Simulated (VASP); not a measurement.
Calculation: PBE GGA, VASP's PBE PAW potentials (set 64) (plane waves; VASP).

VASP input:

### INCAR
```
SYSTEM = CuZn
PREC = Accurate
ENCUT = 300
EDIFF = 1E-6
NELM = 100
ALGO = Normal
LREAL = .FALSE.
LASPH = .TRUE.
ISMEAR = 1
SIGMA = 0.136
GGA = PE
LMAXMIX = 4
LWAVE = .FALSE.
LCHARG = .FALSE.
ISIF = 2
```

### KPOINTS
```
Automatic mesh
0
G
11 11 11
```

### POSCAR
```
CuZn
1
    2.9028000000     0.0000000000     0.0000000000
    0.0000000000     2.9028000000     0.0000000000
    0.0000000000     0.0000000000     2.9028000000
Zn Cu
1 1
Direct
  0.5000000000   0.5000000000   0.5000000000
  0.0000000000   0.0000000000   0.0000000000
```

POTCAR, in this order: Zn Cu (PBE.64 set). Program: vasp_std.

Output

OSZICAR:
```
       N       E                     dE             d eps       ncg     rms          rms(c)
DAV:   1     0.890088773563E+02    0.89009E+02   -0.83545E+03  1768   0.172E+03
DAV:   2    -0.400303139807E+01   -0.93012E+02   -0.90688E+02  1680   0.280E+02
DAV:   3    -0.607956550697E+01   -0.20765E+01   -0.20732E+01  2072   0.557E+01
DAV:   4    -0.609027457176E+01   -0.10709E-01   -0.10708E-01  1904   0.347E+00
DAV:   5    -0.609040890120E+01   -0.13433E-03   -0.13433E-03  2172   0.423E-01    0.983E+00
DAV:   6    -0.584838380079E+01    0.24203E+00   -0.16633E+01  1845   0.104E+02    0.581E+00
DAV:   7    -0.498306873696E+01    0.86532E+00   -0.37052E+00  1827   0.101E+02    0.241E+00
DAV:   8    -0.498317881302E+01   -0.11008E-03   -0.16222E-01  2080   0.512E+00    0.132E+00
DAV:   9    -0.497332073718E+01    0.98581E-02   -0.18348E-02  2036   0.343E+00    0.567E-02
DAV:  10    -0.497332772733E+01   -0.69902E-05   -0.46416E-04  2002   0.221E-01    0.294E-02
DAV:  11    -0.497333026522E+01   -0.25379E-05   -0.47506E-06  2209   0.475E-02    0.893E-03
DAV:  12    -0.497332908753E+01    0.11777E-05   -0.35403E-07  1232   0.152E-02    0.611E-04
DAV:  13    -0.497332905151E+01    0.36024E-07   -0.14147E-07   987   0.672E-03
   1 F= -.49733291E+01 E0= -.49733576E+01  d E =0.855963E-04
```

### OUTCAR
```
------------------------ aborting loop because EDIFF is reached ----------------------------------------
  FORCE on cell =-STRESS in cart. coord.  units (eV):
  Direction    XX          YY          ZZ          XY          YZ          ZX
  --------------------------------------------------------------------------------------
  Total        1.0985392      1.0985392      1.0985392      0.0000000      0.0000000      0.0000000
  in kB       71.9572931     71.9572931     71.9572931      0.0000000      0.0000000      0.0000000
  external PRESSURE =      71.9572931 kB  Pullay stress =       0.0000000 kB
  volume of cell :       24.46
      direct lattice vectors                 reciprocal lattice vectors
     2.902800000  0.000000000  0.000000000     0.344494970  0.000000000  0.000000000
     0.000000000  2.902800000  0.000000000     0.000000000  0.344494970  0.000000000
     0.000000000  0.000000000  2.902800000     0.000000000  0.000000000  0.344494970
 POSITION                                       TOTAL-FORCE (eV/Angst)
 -----------------------------------------------------------------------------------
      1.45140      1.45140      1.45140         0.000000      0.000000      0.000000
      0.00000      0.00000      0.00000         0.000000      0.000000      0.000000
 -----------------------------------------------------------------------------------
    total drift:                                0.000000      0.000000      0.000000
  FREE ENERGIE OF THE ION-ELECTRON SYSTEM (eV)
  ---------------------------------------------------
  free  energy   TOTEN  =        -4.9733290515 eV

  energy  without entropy=       -4.9734146478  energy(sigma->0) =       -4.97335758
```
(Selected blocks of OUTCAR.)

### OUTCAR
```
 val. band max:        5.7664650768   @ k =   0.3636   0.2727   0.0909

 cond. band min:       5.9247469505   @ k =   0.4545   0.3636   0.3636


 Fermi energy:         5.8899210871

 k-point     1 :       0.0000    0.0000    0.0000
  band No.  band energies     occupation
      1      -4.7166      2.00000
      2      -2.0236      2.00000
      3      -2.0236      2.00000
      4      -1.2526      2.00000
      5      -1.2526      2.00000
      6      -1.2526      2.00000
      7       2.2632      2.00000
      8       2.2632      2.00000
      9       3.1566      2.00000
     10       3.1566      2.00000
     11       3.1566      2.00000
     12      12.3526      0.00000
     13      12.3526      0.00000
     14      12.3526      0.00000
     15      17.5284      0.00000

 k-point     2 :       0.0909    0.0000    0.0000
  band No.  band energies     occupation
      1      -4.5624      2.00000
      2      -2.0040      2.00000
      3      -1.9893      2.00000
      4      -1.2665      2.00000
      5      -1.2665      2.00000
      6      -1.2452      2.00000
      7       2.2522      2.00000
      8       2.2767      2.00000
      9       3.1000      2.00000
     10       3.1000      2.00000
     11       3.1475      2.00000
     12      11.0117      0.00000
     13      12.5904      0.00000
     14      12.5904      0.00000
     15      17.6074      0.00000

 k-point     3 :       0.1818    0.0000    0.0000
  band No.  band energies     occupation
      1      -4.1086      2.00000
      2      -1.9506      2.00000
      3      -1.8899      2.00000
      4      -1.3038      2.00000
      5      -1.3038      2.00000
      6      -1.2250      2.00000
      7       2.2216      2.00000
      8       2.2993      2.00000
      9       2.9615      2.00000
     10       2.9615      2.00000
     11       3.1289      2.00000
     12       8.6812      0.00000
     13      13.2771      0.00000
     14      13.2771      0.00000
     15      17.8464      0.00000
...
```

At this cut-off the stress carries a Pulay error, which pulls relaxed volumes low.

The structure is a typed CuZn crystal. The cell was not relaxed at this level. The electron count is odd and the run is not spin-polarised, which forces a metal.
